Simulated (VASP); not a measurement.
VASP input:

**KPOINTS**
```
Automatic mesh
0
Gamma
11 11 6
0 0 0
```

**POSCAR**
```
TiTe2
12.7264730
  0.2901612554   0.0000000000   0.0000000000
 -0.1450806277   0.2512870220   0.0000000000
  0.0000000000   0.0000000000   0.4999999987
Ti Te
1 2
Direct
  0.0000000000   0.0000000000   1.0000000000
  0.6666670000   0.3333330000   0.2720712803
  0.3333330000   0.6666670000   0.7279287197
```

**INCAR**
```
ALGO = Normal
EDIFF = 1E-7
ENCUT = 400
GGA = PE
ISIF = 2
ISMEAR = -5
IVDW = 12
LASPH = .TRUE.
LCHARG = .TRUE.
LMAXMIX = 4
LORBIT = 11
LREAL = .FALSE.
LWAVE = .FALSE.
NEDOS = 601
NELM = 100
PREC = Accurate
SYSTEM = TiTe2
```

POTCAR, in this order: Ti_sv Te (PBE.64 set). Program: vasp_std.

Q: Write an equivalent input for Quantum ESPRESSO's pw.x.

A: One equivalent input (not run):
```
&CONTROL
  calculation = 'scf'
  pseudo_dir = './pseudo'
  outdir = './out'
  tprnfor = .true.
  tstress = .true.
/
&SYSTEM
  ibrav = 0
  nat = 3
  ntyp = 2
  ecutwfc = 84
  occupations = 'tetrahedra'
  input_dft = 'pbe'
  vdw_corr = 'grimme-d3'
  dftd3_version = 4
  dftd3_threebody = .false.
/
&ELECTRONS
  conv_thr = 7.3e-09
  electron_maxstep = 100
/
ATOMIC_SPECIES
  Ti 47.867 Ti.upf
  Te 127.600 Te.upf
CELL_PARAMETERS angstrom
     3.6927294   -0.0000000   -0.0000000
    -1.8463647    3.1979975   -0.0000000
    -0.0000000   -0.0000000    6.3632365
ATOMIC_POSITIONS crystal
  Ti   0.0000000  0.0000000  1.0000000
  Te   0.6666670  0.3333330  0.2720713
  Te   0.3333330  0.6666670  0.7279287
K_POINTS automatic
  11 11 6 0 0 0
```
Limits of the translation: the potentials are each code's own (VASP's PAW set, PseudoDojo norm-conserving files in pw.x), so ENCUT and ecutwfc are chosen apart and not converted; conv_thr bounds pw.x's estimated SCF error, while EDIFF bounds the energy change between steps.

The structure comes from a measured TiTe2 entry (P-3m1) of the Crystallography Open Database, whose conditions weren't checked. It was relaxed first, which changed the volume by -6 %.
